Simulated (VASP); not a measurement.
Here is a VASP 6.6.1 calculation.

The input INCAR:

```
SYSTEM = H
PREC = Accurate
ENCUT = 450
EDIFF = 1E-6
ISMEAR = 0
SIGMA = 0.02
LREAL = .FALSE.
LASPH = .TRUE.
NELM = 100
ALGO = Fast
ISIF = 2
LWAVE = .FALSE.
LCHARG = .TRUE.
GGA = PE
IVDW = 12
LELF = .TRUE.
LVHAR = .TRUE.
LVACPOTAV = .TRUE.
```

File KPOINTS:

```
Automatic mesh
0
G
  1 1 1
  0 0 0
```

Contents of POSCAR:

```
H
1.0
   10.0000000000      0.0000000000      0.0000000000
    0.0000000000     10.0000000000      0.0000000000
    0.0000000000      0.0000000000     10.0000000000
H
2
Direct
    0.5000000000      0.5000000000      0.4570000000
    0.5000000000      0.5000000000      0.5430000000
```

Potentials or basis: VASP PAW PBE potentials, release 64 (H).

The run is started by

```sh
$ cat potpaw_PBE.64/H/POTCAR > POTCAR
$ mpirun -np 1 vasp_std > vasp.out
```

(1) Predict the gap between the frontier levels.

(2) Estimate the largest force.

(3) What does it give for the dispersion energy per atom?

Results:

(1) 9.63 eV.

(2) 2.668 eV/Å.

(3) -0.002 eV.
